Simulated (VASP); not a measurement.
An input for Quantum ESPRESSO's pw.x (written as the equivalent of a VASP run, and not itself run):

```
&CONTROL
  calculation = 'scf'
  pseudo_dir = './pseudo'
  outdir = './out'
  tprnfor = .true.
  tstress = .true.
/
&SYSTEM
  ibrav = 0
  nat = 4
  ntyp = 2
  ecutwfc = 84
  occupations = 'smearing'
  smearing = 'gaussian'
  degauss = 0.00735
  input_dft = 'pz'
/
&ELECTRONS
  conv_thr = 7.3e-08
  electron_maxstep = 100
/
ATOMIC_SPECIES
  Sb 121.760 Sb.upf
  Zr 91.224 Zr.upf
CELL_PARAMETERS angstrom
     2.4801310   -6.5538340    0.0000000
     2.4801310    6.5538340    0.0000000
     0.0000000    0.0000000    4.8876450
ATOMIC_POSITIONS crystal
  Sb   0.5640000  0.4360000  0.2500000
  Sb   0.4360000  0.5640000  0.7500000
  Zr   0.8547500  0.1452500  0.2500000
  Zr   0.1452500  0.8547500  0.7500000
K_POINTS automatic
  3 3 3 0 0 0
```

### Question
Translate this input to VASP (INCAR, KPOINTS, POSCAR, choice of POTCAR).

### Answer
This is not unique; one that fits is 
File KPOINTS:
```
Automatic mesh
0
Gamma
3 3 3
0 0 0
```

### INCAR
```
# general
SYSTEM   =  ZrSb
PREC     =  Accurate
ENCUT    =  300
LREAL    =  F   # projection in real space or not
LASPH    =  T

# electronic loop
EDIFF    =  1E-6
NELM     =  100   # most electronic steps
ALGO     =  Normal
LMAXMIX  =  4   # l cut-off of mixed one-centre charges

# smearing
ISMEAR   =  0   # Gaussian
SIGMA    =  0.1

# ions
ISIF     =  2   # forces and stress, cell fixed

# output
LWAVE    =  F
LCHARG   =  F
```

File POSCAR:
```
ZrSb
1
    2.4801310000    -6.5538340000     0.0000000000
    2.4801310000     6.5538340000     0.0000000000
    0.0000000000     0.0000000000     4.8876450000
Sb Zr
2 2
Direct
  0.5640000000   0.4360000000   0.2500000000
  0.4360000000   0.5640000000   0.7500000000
  0.8547500000   0.1452500000   0.2500000000
  0.1452500000   0.8547500000   0.7500000000
```

POTCAR, in this order: Sb Zr_sv (LDA.64 set). Program: vasp_std.

The two are equivalent in intent, not identical: the potentials are each code's own (VASP's PAW set, PseudoDojo norm-conserving files in pw.x), so ENCUT and ecutwfc are chosen apart and not converted; conv_thr bounds pw.x's estimated SCF error, while EDIFF bounds the energy change between steps.

The structure was generated: ZrSb was put into an ordered model structure, which need not be its known phase. The cell was not relaxed at this level, and its volume differs by -5.9 % from the start's. The k-mesh is coarse (spacing up to 0.45 per Å, 2π included), so the numbers may not be converged in it.
